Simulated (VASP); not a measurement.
Method: LDA (Ceperley-Alder, Perdew-Zunger), VASP's LDA PAW potentials (set 64) (plane waves; VASP 6.6.1).

The input files of a VASP run:

KPOINTS:
```
Automatic mesh
0
Gamma
14 14 14
0 0 0
```

INCAR:
```
# general
SYSTEM    =  BAs
PREC      =  Accurate
ENCUT     =  520
LREAL     =  .False.
LASPH     =  .True.

# electronic loop
EDIFF     =  1E-8
NELM      =  100
ALGO      =  Normal
LMAXMIX   =  4

# smearing
ISMEAR    =  0
SIGMA     =  0.01

# ions
IBRION    =  8
NSW       =  1

# output
LWAVE     =  .False.
LCHARG    =  .False.

# other
LEPSILON  =  .True.
```

File POSCAR:
```
BAs
4.7423460
  0.0000000000   0.4999999987   0.4999999987
  0.4999999987   0.0000000000   0.4999999987
  0.4999999987   0.4999999987   0.0000000000
B As
1 1
Direct
  0.0000000000   0.0000000000   0.0000000000
  0.2500000000   0.2500000000   0.2500000000
```

POTCAR, in this order: B As (LDA.64 set). Program: vasp_std.

The resulting files:

OUTCAR:
```


 HEAD OF MICROSCOPIC STATIC DIELECTRIC TENSOR (INDEPENDENT PARTICLE, excluding Hartree and local field effects)
 ------------------------------------------------------
          10.079922     0.000000    -0.000000
          -0.000000    10.079922     0.000000
           0.000000     0.000000    10.079922
 ------------------------------------------------------

 MACROSCOPIC STATIC DIELECTRIC TENSOR (including local field effects in DFT)
 ------------------------------------------------------
           9.651734     0.000000     0.000000
          -0.000000     9.651734     0.000000
          -0.000000    -0.000000     9.651734
 ------------------------------------------------------

 PIEZOELECTRIC TENSOR (including local field effects)  for field in x, y, z        (e  Angst)
          XX          YY          ZZ          XY          YZ          ZX
  --------------------------------------------------------------------------------
  x    -0.00000     0.00000     0.00000     0.00000     0.19560     0.00000
  y    -0.00000     0.00000    -0.00000     0.00000     0.00000     0.19560
  z    -0.00000     0.00000     0.00000     0.19560     0.00000     0.00000

 PIEZOELECTRIC TENSOR (including local field effects)  for field in x, y, z        (C/m^2)
          XX          YY          ZZ          XY          YZ          ZX
  --------------------------------------------------------------------------------
  x    -0.00000     0.00000     0.00000     0.00000     0.11753     0.00000
  y    -0.00000     0.00000    -0.00000     0.00000     0.00000     0.11753
  z    -0.00000     0.00000     0.00000     0.11753     0.00000     0.00000

 BORN EFFECTIVE CHARGES (including local field effects) (in |e|, cummulative output)
 ---------------------------------------------------------------------------------
 ion    1
    1    -0.56155     0.00000    -0.00000
    2     0.00000    -0.56155     0.00000
    3    -0.00000     0.00000    -0.56155
 ion    2
    1     0.56155     0.00000     0.00000
    2     0.00000     0.56155    -0.00000
    3     0.00000    -0.00000     0.56155

   1 f  =   20.990974 THz   131.890179 2PiTHz  700.183524 cm-1    86.811654 meV

   2 f  =   20.990974 THz   131.890179 2PiTHz  700.183524 cm-1    86.811654 meV

   3 f  =   20.990974 THz   131.890179 2PiTHz  700.183524 cm-1    86.811654 meV

   4 f/i=    0.000857 THz     0.005387 2PiTHz    0.028596 cm-1     0.003545 meV

   5 f/i=    0.000857 THz     0.005387 2PiTHz    0.028596 cm-1     0.003545 meV

   6 f/i=    0.000857 THz     0.005387 2PiTHz    0.028596 cm-1     0.003545 meV

 MACROSCOPIC STATIC DIELECTRIC TENSOR IONIC CONTRIBUTION
 ------------------------------------------------------
           0.125630    -0.000000     0.000000
          -0.000000     0.125630    -0.000000
           0.000000    -0.000000     0.125630
 ------------------------------------------------------

 ELASTIC MODULI CONTR FROM IONIC RELAXATION (kBar)
 Direction    XX          YY          ZZ          XY          YZ          ZX
 --------------------------------------------------------------------------------
 XX          -0.0000      0.0000      0.0000     -0.0000      0.0000      0.0000
 YY           0.0000     -0.0000      0.0000     -0.0000     -0.0000      0.0000
 ZZ           0.0000      0.0000     -0.0000      0.0000     -0.0000      0.0000
 XY          -0.0000     -0.0000      0.0000   -198.5703      0.0000      0.0000
 YZ           0.0000     -0.0000     -0.0000      0.0000   -198.5703      0.0000
 ZX           0.0000      0.0000      0.0000      0.0000      0.0000   -198.5703
 --------------------------------------------------------------------------------

 PIEZOELECTRIC TENSOR IONIC CONTR  for field in x, y, z        (C/m^2)
          XX          YY          ZZ          XY          YZ          ZX
  --------------------------------------------------------------------------------
  x     0.00000    -0.00000    -0.00000    -0.00000    -0.14862     0.00000
  y     0.00000     0.00000     0.00000     0.00000     0.00000    -0.14862
  z    -0.00000    -0.00000     0.00000    -0.14862    -0.00000     0.00000
```
(Selected blocks of OUTCAR.)

The compound is BAs in the zinc blende structure. It was relaxed first.
